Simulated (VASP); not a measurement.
These are PBEsol GGA, VASP's PBE PAW potentials (set 64) (plane waves; VASP) values and carry that method's errors.

Input for VASP

### INCAR
```
ALGO=Normal
EDIFF=1E-6
EDIFFG=-0.01
ENCUT=400
GGA=PS
IBRION=2
ISIF=3
ISMEAR=1
LASPH=.TRUE.
LCHARG=.FALSE.
LMAXMIX=4
LREAL=.FALSE.
LWAVE=.FALSE.
NELM=100
NSW=60
PREC=Accurate
SIGMA=0.1
SYSTEM=TiP
```

### KPOINTS
```
kpoints
0
Gamma
  9 9 9
0 0 0
```

### POSCAR
```
TiP
1
    0.0000000000     3.0830500000     3.0830500000
    3.0830500000     0.0000000000     3.0830500000
    3.0830500000     3.0830500000     0.0000000000
Ti P
1 1
Direct
  0.0000000000   0.0000000000   0.0000000000
  0.2500000000   0.2500000000   0.2500000000
```

POTCAR, in this order: Ti_sv P (PBE.64 set). Program: vasp_std.

Energy and stress use the plane-wave basis of the starting cell.

**Question.** Predict the energy per atom (σ→0), volume per atom, band gap (on the k-mesh).

**Answer.** 
```json
{
  "energy per atom (σ→0)": "-7.518 eV/atom",
  "band gap (on the k-mesh)": "none (metal, semimetal or under 0.01 eV)",
  "volume_per_atom": "20.68 Å^3/atom"
}
```

OSZICAR:
```
...
DAV:   6    -0.150310062924E+02   -0.89243E-02   -0.20808E-02  1140   0.161E+00    0.815E-01
DAV:   7    -0.150359721550E+02   -0.49659E-02   -0.43850E-02  1168   0.183E+00    0.246E-01
DAV:   8    -0.150362929527E+02   -0.32080E-03   -0.44833E-03  1228   0.560E-01    0.108E-01
DAV:   9    -0.150362171868E+02    0.75766E-04   -0.34039E-04   996   0.204E-01    0.436E-02
DAV:  10    -0.150362215001E+02   -0.43132E-05   -0.42413E-04  1096   0.192E-01    0.173E-02
DAV:  11    -0.150362179202E+02    0.35798E-05   -0.39012E-05  1048   0.658E-02    0.784E-03
DAV:  12    -0.150362176531E+02    0.26718E-06   -0.35307E-06  1024   0.160E-02
   3 F= -.15036218E+02 E0= -.15035827E+02  d E =-.117356E+01
```

The structure was generated: TiP was put into the zinc blende type (F-43m), which need not be its known phase. This run relaxes it. Symmetry was kept, so distortions that lower it aren't found. The electron count is odd and the run is not spin-polarised, which forces a metal.
